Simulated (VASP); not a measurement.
# ZnS (Sphalerite) with r2SCAN: from relaxation to properties, part 4 of 4

Aim: relax ZnS (Sphalerite) with r2SCAN, compute its properties on that cell and hold them against experiment. The start is a cell from a database of measured crystal structures.

VASP 6.6.1, plane waves and PAW; the level of theory is named at each step.

So far, least gap on mesh and path (eV): step 5 (bands along the symmetry lines (r2SCAN)) 2.73.

## (9) Band structure (HSE06)

This step: HSE06; plane waves and PAW (Zn, S) (VASP 6.6.1).

HSE06 mixes in a quarter of exact exchange at short range, at far higher cost; in semiconductors this cures much of the gap error, while metals seldom gain.

Input file INCAR:

```
SYSTEM = ZnS
PREC = Accurate
ENCUT = 400
EDIFF = 1E-06
NELM = 100
ISMEAR = 0
SIGMA = 0.05
LREAL = .FALSE.
ALGO = Normal
LHFCALC = .TRUE.
AEXX = 0.25
GGA = PE
HFSCREEN = 0.2
LASPH = .TRUE.
NBANDS = 15
PRECFOCK = Fast
LORBIT = 11
LWAVE = .FALSE.
LCHARG = .FALSE.
KPAR = 2
```

Input file POSCAR:

```
ZnS
1.0
    0.0000000000      2.6902736767      2.6902736767
    2.6902736767      0.0000000000      2.6902736767
    2.6902736767      2.6902736767      0.0000000000
Zn S
1 1
Direct
    0.0000000000      0.0000000000      0.0000000000
    0.2500000000      0.2500000000      0.2500000000
```

Input file KPOINTS:

```
Automatic mesh
0
Gamma
5 5 5
0 0 0
```

Input file KPOINTS_OPT:

```
Line mode
6
Line-mode
Reciprocal
  0.00000000   0.00000000   0.00000000 GAMMA
  0.50000000   0.00000000   0.50000000 X

  0.50000000   0.00000000   0.50000000 X
  0.50000000   0.25000000   0.75000000 W

  0.50000000   0.25000000   0.75000000 W
  0.37500000   0.37500000   0.75000000 K

  0.37500000   0.37500000   0.75000000 K
  0.00000000   0.00000000   0.00000000 GAMMA

  0.00000000   0.00000000   0.00000000 GAMMA
  0.50000000   0.50000000   0.50000000 L

  0.50000000   0.50000000   0.50000000 L
  0.62500000   0.25000000   0.62500000 U

  0.62500000   0.25000000   0.62500000 U
  0.50000000   0.25000000   0.75000000 W

  0.50000000   0.25000000   0.75000000 W
  0.50000000   0.50000000   0.50000000 L

  0.50000000   0.50000000   0.50000000 L
  0.37500000   0.37500000   0.75000000 K

  0.62500000   0.25000000   0.62500000 U
  0.50000000   0.00000000   0.50000000 X
```

Potentials, in the order of the species: Zn and S (PBE family, release 64).

The run starts from files that an earlier step left in the folder.

The run is started by

```console
$ mpirun -np 2 vasp_std
```

Output:

```text
[banner, memory and clock lines left out]
running    2 mpi-ranks, on    1 nodes
 distrk:  each k-point on    1 cores,    2 groups
 distr:  one band on    1 cores,    1 groups

 POSCAR found type information on POSCAR ZnS
 POSCAR found :  2 types and       2 ions
 LDA part: xc-table for (Slater+PW92), standard interpolation
 found WAVECAR, reading the header
 POSCAR, INCAR and KPOINTS ok, starting setup
 FFT: planning ... GRIDC
 FFT: planning ... GRID_SOFT
 FFT: planning ... GRID
 reading WAVECAR
 the WAVECAR file was read successfully
 initial charge from wavefunction
 entering main loop
       N       E                     dE             d eps       ncg     rms          rms(c)
DAV:   1    -0.837485919129E+01   -0.83749E+01   -0.11293E-01   386   0.186E+01    0.551E-01
DAV:   2    -0.837680270696E+01   -0.19435E-02   -0.92178E-02   321   0.468E+00    0.324E-01
DAV:   3    -0.837741847871E+01   -0.61577E-03   -0.45943E-03   377   0.867E-01    0.210E-01
DAV:   4    -0.837744883630E+01   -0.30358E-04   -0.32442E-04   356   0.229E-01    0.118E-01
DAV:   5    -0.837745379774E+01   -0.49614E-05   -0.25111E-05   378   0.472E-02    0.686E-02
DAV:   6    -0.837745502668E+01   -0.12289E-05   -0.23166E-06   335   0.199E-02    0.414E-02
DAV:   7    -0.837745498785E+01    0.38831E-07   -0.53496E-07   241   0.901E-03
   1 F= -.83774550E+01 E0= -.83774550E+01  d E =-.378129E-11
 Start KPOINTS_OPT (optional k-point list driver)
k-point batch [1-10\60]
       N       E                     dE             ncg
DAV:   1     0.162110934242E+03   -0.44278E+04      300
DAV:   2    -0.836544576128E+03   -0.99866E+03      328
DAV:   3    -0.899772256252E+03   -0.63228E+02      377
DAV:   4    -0.900846307870E+03   -0.10741E+01      405
DAV:   5    -0.900857777317E+03   -0.11469E-01      419
DAV:   6    -0.900857959636E+03   -0.18232E-03      405
DAV:   7    -0.900857963562E+03   -0.39255E-05      391
DAV:   8    -0.900857963647E+03   -0.84804E-07      304
[...]
k-point batch [51-60\60]
       N       E                     dE             ncg
DAV:   1     0.118400351426E+03   -0.57741E+04      300
DAV:   2    -0.874026331507E+03   -0.99243E+03      349
DAV:   3    -0.939117760417E+03   -0.65091E+02      349
DAV:   4    -0.940244443116E+03   -0.11267E+01      405
DAV:   5    -0.940257709894E+03   -0.13267E-01      391
DAV:   6    -0.940257912701E+03   -0.20281E-03      391
DAV:   7    -0.940257916908E+03   -0.42070E-05      384
DAV:   8    -0.940257916998E+03   -0.90141E-07      297
```

Run time: 13 min. Hardware: 2 MPI ranks of AMD EPYC 7R43, shared host; peak memory 0.44 GiB.

Parts of OUTCAR (step 9):

```text
   k-points           NKPTS =     10   k-points in BZ     NKDIM =    125   number of bands    NBANDS=     15

   NELECT =      18.0000    total number of electrons

  exchange ACFDT corr.  =         0.00000000  see jH, gK, PRB 81, 115126

 E-fermi :   1.7128

 k-point     1 :       0.0000    0.0000    0.0000
  band No.  band energies     occupation
    ...
      5      -5.9431      2.00000
      6      -5.9431      2.00000
      7       1.4948      2.00000
      8       1.4948      2.00000
      9       1.4948      2.00000
     10       4.9049      0.00000
     11       9.1896      0.00000
     12       9.1896      0.00000
     13       9.1896      0.00000
     14      14.7321      0.00000
    ...

 POSITION                                       TOTAL-FORCE (eV/Angst)
 -----------------------------------------------------------------------------------
      0.00000      0.00000      0.00000        -0.000000     -0.000000      0.000000
      1.34514      1.34514      1.34514         0.000000      0.000000     -0.000000
 -----------------------------------------------------------------------------------
    total drift:                               -0.000024     -0.000004      0.000015

  FREE ENERGIE OF THE ION-ELECTRON SYSTEM (eV)
  ---------------------------------------------------
  free  energy   TOTEN  =        -8.3774549879 eV

  energy  without entropy=       -8.3774549878  energy(sigma->0) =       -8.37745499

[... 7 parts as in an earlier step ...]

[... 9 further parts left out ...]
```

The k-mesh is coarse for exact exchange; levels may shift by about 0.1 eV on a finer one.

Numbers from this step:

```
SCF cycles                        : 7
free energy (TOTEN)               : -8.377 eV
Fermi energy                      : 1.713 eV
least gap on mesh and path        : 3.410 eV
least direct gap on mesh and path : 3.410 eV
```

The electronic bands at the labelled points (eV, zero at the valence-band top; v1 is the highest filled band, c1 the lowest empty one):

```csv
point,v4,v3,v2,v1,c1,c2,c3,c4
Γ,-7.44,0.00,0.00,0.00,3.41,7.69,7.69,7.69
0.40 of the way,-7.41,-2.10,-0.97,-0.97,5.51,6.20,9.29,9.29
X,-7.16,-5.06,-2.40,-2.40,4.37,5.27,12.68,13.82
0.40 of the way,-7.09,-5.01,-2.62,-2.59,4.98,5.86,11.65,12.09
W,-6.98,-4.90,-3.03,-2.93,6.80,7.62,9.29,9.44
0.40 of the way,-7.00,-4.93,-3.25,-2.50,6.20,7.43,9.68,10.18
K,-7.03,-4.97,-3.41,-1.96,5.23,7.34,10.83,11.34
0.40 of the way,-7.38,-4.01,-2.39,-0.78,6.20,8.01,8.21,9.06
Γ,-7.44,0.00,0.00,0.00,3.41,7.69,7.69,7.69
0.40 of the way,-7.44,-2.31,-0.36,-0.36,4.69,7.86,8.25,8.25
L,-7.20,-5.70,-0.94,-0.94,4.59,8.20,8.20,10.29
0.40 of the way,-7.15,-5.47,-1.93,-1.21,5.53,7.50,8.92,10.31
U,-7.03,-4.97,-3.41,-1.96,5.23,7.34,10.83,11.34
0.40 of the way,-7.02,-4.95,-3.34,-2.23,5.71,7.38,10.16,10.66
W,-6.98,-4.90,-3.03,-2.93,6.80,7.62,9.29,9.44
0.40 of the way,-7.08,-5.12,-2.89,-1.84,6.55,7.08,9.18,10.79
L,-7.20,-5.70,-0.94,-0.94,4.59,8.20,8.20,10.29
0.40 of the way,-7.15,-5.47,-1.93,-1.21,5.53,7.50,8.92,10.31
K,-7.03,-4.97,-3.41,-1.96,5.23,7.34,10.83,11.34
jump to U,-7.03,-4.97,-3.41,-1.96,5.23,7.34,10.83,11.34
0.40 of the way,-7.09,-5.01,-2.96,-2.23,4.82,6.09,11.70,12.46
X,-7.16,-5.06,-2.40,-2.40,4.37,5.27,12.68,13.82
```

Of the projections kept (Zn, S), the largest for each band there; the rest of the weight can lie on other orbitals:

| point | v4 | v3 | v2 | v1 | c1 | c2 | c3 | c4 |
| --- | --- | --- | --- | --- | --- | --- | --- | --- |
| Γ | Zn 1.00 | S 0.77 | S 0.77 | S 0.77 | S 0.51 | Zn 0.98 | Zn 0.98 | Zn 0.98 |
| X | Zn 0.96 | Zn 0.59 | S 0.74 | S 0.74 | Zn 0.78 | Zn 0.84 | S 0.77 | Zn 0.59 |
| W | Zn 0.96 | Zn 0.51 | S 0.65 | S 0.73 | S 0.59 | Zn 0.56 | Zn 0.76 | Zn 0.76 |
| K | Zn 0.96 | Zn 0.52 | S 0.67 | S 0.73 | Zn 0.79 | Zn 0.53 | S 0.61 | Zn 0.64 |
| Γ | Zn 1.00 | S 0.77 | S 0.77 | S 0.77 | S 0.51 | Zn 0.98 | Zn 0.98 | Zn 0.98 |
| L | Zn 0.98 | S 0.57 | S 0.75 | S 0.75 | Zn 0.71 | Zn 0.92 | Zn 0.92 | S 0.78 |

The gap moves by +0.68 eV against r2SCAN, which ran on another mesh.

## (10) Bands along the symmetry lines (TB-mBJ)

This step: TB-mBJ; plane waves and PAW (Zn, S) (VASP 6.6.1).

Levels along the symmetry lines show where the bands peak and cross; KPOINTS_OPT computes them in the converged potential. TB-mBJ is a local potential fitted to gaps: it costs far less than a hybrid but gives no energy.

Input file INCAR:

```
SYSTEM = ZnS
PREC = Accurate
ENCUT = 400
EDIFF = 1E-06
NELM = 150
ISMEAR = 0
SIGMA = 0.05
LREAL = .FALSE.
ALGO = Normal
METAGGA = MBJ
LASPH = .TRUE.
NBANDS = 21
LORBIT = 11
LWAVE = .FALSE.
LCHARG = .FALSE.
KPAR = 2
```

POSCAR is that of step 9.

Input file KPOINTS:

```
Automatic mesh
0
Gamma
7 7 7
0 0 0
```

Changes to KPOINTS_OPT since step 9:

```diff
@@ -1,3 +1,3 @@
 Line mode
-6
+16
 Line-mode
```

The run is started by

```console
$ mpirun -np 2 vasp_std
```

Output:

```text
[... set-up lines as in an earlier step ...]
 entering main loop
       N       E                     dE             d eps       ncg     rms          rms(c)
DAV:   1     0.231410474402E+03    0.23141E+03   -0.69915E+03   848   0.850E+02
DAV:   2     0.136414526030E+03   -0.94996E+02   -0.85658E+02   870   0.205E+02
DAV:   3     0.128656311731E+03   -0.77582E+01   -0.76652E+01  1009   0.583E+01
DAV:   4     0.128569694019E+03   -0.86618E-01   -0.86575E-01   953   0.609E+00
DAV:   5     0.128569319532E+03   -0.37449E-03   -0.37448E-03   978   0.417E-01    0.130E+01
DAV:   6     0.128750323573E+03    0.18100E+00   -0.13341E+01   905   0.978E+01    0.186E+01
DAV:   7     0.129620474756E+03    0.87015E+00   -0.22481E+00   971   0.177E+01    0.175E+01
DAV:   8     0.129494417841E+03   -0.12606E+00   -0.21838E-01   935   0.347E+00    0.155E+01
DAV:   9     0.131141516129E+03    0.16471E+01   -0.97129E-01   997   0.165E+01    0.344E+00
DAV:  10     0.131479967493E+03    0.33845E+00   -0.40968E-01   898   0.465E+00    0.523E+00
DAV:  11     0.130357764089E+03   -0.11222E+01   -0.40010E-01   860   0.503E+00    0.142E+01
DAV:  12     0.131603995693E+03    0.12462E+01   -0.38360E-01   850   0.415E+00    0.399E+00
DAV:  13     0.131354455659E+03   -0.24954E+00   -0.27805E-01   920   0.473E+00    0.356E+00
DAV:  14     0.131455937765E+03    0.10148E+00   -0.63105E-02   870   0.231E+00    0.762E-01
DAV:  15     0.131453087710E+03   -0.28501E-02   -0.67224E-03   860   0.880E-01    0.117E+00
DAV:  16     0.131473620258E+03    0.20533E-01   -0.49710E-04   940   0.210E-01    0.658E-01
DAV:  17     0.131529444362E+03    0.55824E-01   -0.66875E-04   953   0.375E-01    0.456E-01
DAV:  18     0.131548897338E+03    0.19453E-01   -0.17092E-04   958   0.135E-01    0.947E-01
DAV:  19     0.131533622249E+03   -0.15275E-01   -0.90418E-05   885   0.616E-02    0.909E-01
DAV:  20     0.131500669465E+03   -0.32953E-01   -0.27099E-04   915   0.854E-02    0.805E-01
DAV:  21     0.131457441667E+03   -0.43228E-01   -0.54024E-04   900   0.134E-01    0.615E-01
DAV:  22     0.131413917284E+03   -0.43524E-01   -0.53925E-04   933   0.142E-01    0.408E-01
DAV:  23     0.131378846086E+03   -0.35071E-01   -0.37544E-04   895   0.120E-01    0.245E-01
DAV:  24     0.131357705507E+03   -0.21141E-01   -0.16219E-04   938   0.857E-02    0.149E-01
DAV:  25     0.131341192125E+03   -0.16513E-01   -0.58142E-05   903   0.469E-02    0.170E-02
DAV:  26     0.131338054788E+03   -0.31373E-02   -0.14168E-05   910   0.296E-02    0.326E-02
DAV:  27     0.131336701999E+03   -0.13528E-02   -0.33584E-06   920   0.218E-02    0.670E-02
DAV:  28     0.131343359563E+03    0.66576E-02   -0.60990E-06   905   0.122E-02    0.195E-02
DAV:  29     0.131343045378E+03   -0.31418E-03   -0.33833E-06   988   0.157E-02    0.120E-02
DAV:  30     0.131344578357E+03    0.15330E-02   -0.37782E-07   538   0.509E-03    0.173E-02
[...]
DAV:  38     0.131341867202E+03    0.82911E-04   -0.99029E-09   475   0.883E-04    0.206E-03
DAV:  39     0.131341724320E+03   -0.14288E-03   -0.27042E-09   480   0.502E-04    0.203E-04
DAV:  40     0.131341738276E+03    0.13956E-04   -0.18841E-09   460   0.388E-04    0.589E-04
DAV:  41     0.131341684700E+03   -0.53576E-04   -0.52886E-10   480   0.203E-04    0.197E-04
DAV:  42     0.131341686192E+03    0.14915E-05   -0.31478E-10   475   0.167E-04    0.537E-05
DAV:  43     0.131341673355E+03   -0.12837E-04   -0.69633E-11   480   0.757E-05    0.120E-04
DAV:  44     0.131341679542E+03    0.61873E-05   -0.24310E-11   480   0.644E-05    0.201E-05
DAV:  45     0.131341681041E+03    0.14992E-05   -0.20587E-11   480   0.275E-05    0.286E-05
DAV:  46     0.131341683324E+03    0.22824E-05   -0.54094E-12   465   0.197E-05    0.369E-05
DAV:  47     0.131341685886E+03    0.25625E-05   -0.48639E-12   465   0.120E-05    0.181E-05
DAV:  48     0.131341688054E+03    0.21674E-05   -0.43685E-12   460   0.819E-06    0.252E-06
DAV:  49     0.131341688973E+03    0.91932E-06    0.87455E-13   465   0.551E-06
   1 F= 0.13134169E+03 E0= 0.13134169E+03  d E =-.266375E-16
 Start KPOINTS_OPT (optional k-point list driver)
k-point batch [1-20\160]
       N       E                     dE             ncg
DAV:   1     0.118590571213E+04   -0.65529E+04      856
DAV:   2    -0.779506411765E+03   -0.19654E+04      889
DAV:   3    -0.926012646714E+03   -0.14651E+03      978
DAV:   4    -0.927486345659E+03   -0.14737E+01      999
DAV:   5    -0.927491689246E+03   -0.53436E-02      970
DAV:   6    -0.927491725492E+03   -0.36246E-04     1008
DAV:   7    -0.927491725787E+03   -0.29480E-06      836
[...]
k-point batch [141-160\160]
       N       E                     dE             ncg
DAV:   1     0.101458928134E+04   -0.11613E+05      856
DAV:   2    -0.878011516264E+03   -0.18926E+04      880
DAV:   3    -0.101908051294E+04   -0.14107E+03     1042
DAV:   4    -0.102048158179E+04   -0.14011E+01      920
DAV:   5    -0.102048686446E+04   -0.52827E-02      999
DAV:   6    -0.102048690326E+04   -0.38801E-04      953
DAV:   7    -0.102048690360E+04   -0.34729E-06      837
```

Wall time 1.7 min (2 MPI ranks); peak memory 0.28 GiB; 3.4 min of CPU time.

Parts of OUTCAR (step 10):

```text
   NELECT =      18.0000    total number of electrons

 E-fermi :   2.7241

 k-point     1 :       0.0000    0.0000    0.0000
  band No.  band energies     occupation
    ...
      5      -2.8222      2.00000
      6      -2.8222      2.00000
      7       2.4508      2.00000
      8       2.4508      2.00000
      9       2.4512      2.00000
     10       6.1974      0.00000
     11      10.0068      0.00000
     12      10.0068      0.00000
     13      10.0118      0.00000
     14      14.7568      0.00000
    ...

  Total      -92.5944698    -92.5944698    -92.5944698      0.0000000      0.0000000      0.0000000
  in kB    -3809.5725544  -3809.5725544  -3809.5725544      0.0000000      0.0000000      0.0000000
  external PRESSURE =   -3809.5725544 kB  Pullay stress =       0.0000000 kB

 POSITION                                       TOTAL-FORCE (eV/Angst)
 -----------------------------------------------------------------------------------
      0.00000      0.00000      0.00000        -0.000000     -0.000000     -0.000000
      1.34514      1.34514      1.34514         0.000000      0.000000      0.000000
 -----------------------------------------------------------------------------------
    total drift:                                0.000411      0.000411      0.000411

  FREE ENERGIE OF THE ION-ELECTRON SYSTEM (eV)
  ---------------------------------------------------
  free  energy   TOTEN  =       131.3416889731 eV

  energy  without entropy=      131.3416889731  energy(sigma->0) =      131.34168897

[... 8 parts as in an earlier step ...]

[... 9 further parts left out ...]
```

This functional is a potential without an energy, so its energies, forces and stress mean nothing and are not read.

This step gave:

| Property | Result |
| --- | --- |
| SCF cycles | 49 |
| bands | 21 |
| irreducible k-points | 20 |
| Fermi energy | 2.724 eV |
| least gap on mesh and path | 3.746 eV |
| least direct gap on mesh and path | 3.746 eV |

The electronic bands at the labelled points (eV, zero at the valence-band top; v1 is the highest filled band, c1 the lowest empty one):

| point | v4 | v3 | v2 | v1 | c1 | c2 | c3 | c4 |
| --- | --- | --- | --- | --- | --- | --- | --- | --- |
| Γ | -5.27 | 0.00 | 0.00 | 0.00 | 3.75 | 7.56 | 7.56 | 7.56 |
| 0.53 of the way | -5.23 | -2.34 | -1.22 | -1.22 | 5.58 | 5.89 | 9.81 | 9.93 |
| X | -5.10 | -4.05 | -2.06 | -2.06 | 4.53 | 5.29 | 12.30 | 13.56 |
| 0.47 of the way | -5.03 | -4.07 | -2.25 | -2.25 | 5.23 | 5.96 | 10.94 | 11.30 |
| W | -4.94 | -4.10 | -2.49 | -2.47 | 6.61 | 7.32 | 9.10 | 9.14 |
| 0.47 of the way | -4.97 | -4.11 | -2.72 | -2.02 | 5.97 | 7.14 | 9.51 | 10.01 |
| K | -4.99 | -4.14 | -2.82 | -1.66 | 5.29 | 7.08 | 10.38 | 10.85 |
| 0.47 of the way | -5.25 | -2.88 | -1.65 | -0.51 | 6.01 | 7.64 | 8.03 | 8.57 |
| Γ | -5.27 | 0.00 | 0.00 | 0.00 | 3.75 | 7.56 | 7.56 | 7.56 |
| 0.53 of the way | -5.27 | -2.66 | -0.46 | -0.46 | 4.95 | 8.15 | 8.15 | 8.26 |
| L | -5.12 | -4.86 | -0.79 | -0.79 | 4.75 | 7.94 | 7.94 | 10.18 |
| 0.47 of the way | -5.09 | -4.56 | -1.78 | -1.10 | 5.68 | 7.30 | 8.81 | 9.87 |
| U | -4.99 | -4.14 | -2.82 | -1.66 | 5.29 | 7.08 | 10.38 | 10.85 |
| 0.47 of the way | -4.97 | -4.11 | -2.74 | -1.95 | 5.83 | 7.13 | 9.65 | 10.16 |
| W | -4.94 | -4.10 | -2.49 | -2.47 | 6.61 | 7.32 | 9.10 | 9.14 |
| 0.47 of the way | -5.06 | -4.39 | -2.18 | -1.39 | 6.26 | 6.95 | 8.96 | 10.09 |
| L | -5.12 | -4.86 | -0.79 | -0.79 | 4.75 | 7.94 | 7.94 | 10.18 |
| 0.47 of the way | -5.09 | -4.56 | -1.78 | -1.10 | 5.68 | 7.30 | 8.81 | 9.87 |
| K | -4.99 | -4.14 | -2.82 | -1.66 | 5.29 | 7.08 | 10.38 | 10.85 |
| jump to U | -4.99 | -4.14 | -2.82 | -1.66 | 5.29 | 7.08 | 10.38 | 10.85 |
| 0.47 of the way | -5.05 | -4.07 | -2.41 | -1.94 | 4.87 | 5.84 | 11.42 | 12.15 |
| X | -5.10 | -4.05 | -2.06 | -2.06 | 4.53 | 5.29 | 12.30 | 13.56 |

Of the projections kept (Zn, S), the largest for each band there; the rest of the weight can lie on other orbitals:

| point | v4 | v3 | v2 | v1 | c1 | c2 | c3 | c4 |
| --- | --- | --- | --- | --- | --- | --- | --- | --- |
| Γ | Zn 1.00 | S 0.73 | S 0.73 | S 0.73 | S 0.51 | Zn 0.98 | Zn 0.98 | Zn 0.98 |
| X | Zn 0.97 | Zn 0.68 | S 0.71 | S 0.71 | Zn 0.79 | Zn 0.85 | S 0.74 | Zn 0.62 |
| W | Zn 0.97 | Zn 0.52 | S 0.72 | S 0.57 | S 0.54 | Zn 0.59 | Zn 0.76 | Zn 0.75 |
| K | Zn 0.97 | Zn 0.52 | S 0.60 | S 0.70 | Zn 0.80 | Zn 0.55 | S 0.58 | Zn 0.65 |
| Γ | Zn 1.00 | S 0.73 | S 0.73 | S 0.73 | S 0.51 | Zn 0.98 | Zn 0.98 | Zn 0.98 |
| L | Zn 0.98 | S 0.63 | S 0.71 | S 0.71 | Zn 0.71 | Zn 0.93 | Zn 0.93 | S 0.77 |

The gap moves by +1.01 eV against r2SCAN.

## (11) Results

| Item | Value |
| --- | --- |
| relaxed volume | 19.47 Å³/atom |
| relaxed conventional cell a, b, c | 5.381, 5.381, 5.381 Å |
| space group after relaxing, within 0.02 Å | F-43m (No. 216) |
| band gap | 2.73 eV, direct |
| gap among the points of the DOS mesh alone, an upper bound | 2.73 eV |
| strongest peak of ε2, mean over directions | 6.92 eV |
| ε1 at zero frequency, no local fields, mean | 5.58 |
| band gap (HSE06) | 3.41 eV, direct |
| band gap (TB-mBJ) | 3.75 eV, direct |

In words: With r2SCAN, ZnS (Sphalerite) relaxes to 19.47 Å³/atom in space group F-43m (held by the symmetry of the run) and has a direct gap of 2.73 eV (3.41 eV with HSE06). Against the listed cell the volume lies -1.6 %. Bands along the symmetry lines (r2SCAN): On this path the gap is direct, 2.73 eV, with the valence top at Γ and the conduction bottom at Γ. Band structure (HSE06): The path shows a direct gap of 3.41 eV (valence top at Γ, conduction bottom at Γ). Bands along the symmetry lines (TB-mBJ): The path shows a direct gap of 3.75 eV (valence top at Γ, conduction bottom at Γ). The other levels ran on the cell relaxed with r2SCAN, and without spin-orbit coupling unless named. Semilocal functionals usually underestimate gaps. No search among competing phases was made, and a listed structure need not be the one stable at ambient conditions. All values are for a static lattice at zero temperature.

Computed beside measured:

| quantity | measured | r2SCAN | HSE06 | TB-mBJ |
| --- | --- | --- | --- | --- |
| lattice constant a (Å) | 5.411 | 5.381 (-0.6 %) | - | - |
| band gap (direct gap) (eV) | 3.85 | 2.73 (-1.12 eV) | 3.41 (-0.44 eV) | 3.75 (-0.10 eV) |

Cost of the run behind each value, in core time: r2SCAN 8.3 min, HSE06 27 min, TB-mBJ 3.4 min.

Measured values from pmc:11595366 (2024) and arxiv:0911.5022 (2009).

How well it matches: The lattice constant a is off by -0.6 %: good agreement. For the band gap, of the levels listed nearest comes TB-mBJ (-0.10 eV, good agreement) and farthest r2SCAN (-1.12 eV, a clear miss). Zero-point and thermal motion shift the measured gap. The grades are ours: good and fair within 0.7 and 1.5 % for the lattice constant a. Zero-point motion and thermal expansion are not in the computed lattice constants.

[Lines on the potential files, build, host, timing and source positions are cut from VASP's logs without a mark.]

[Logs are printed without paths, hosts, clocks, repeated set-up lines and the standing remarks that a program may print on its own settings, such as how far it seeks lower states.]

[Hosts, paths, dates, database ids (printed as entryN), source tags and the programs' standing remarks are cut or masked in the printed files.]

[A measured line is paired with the nearest computed mode of its activity, which favours agreement.]
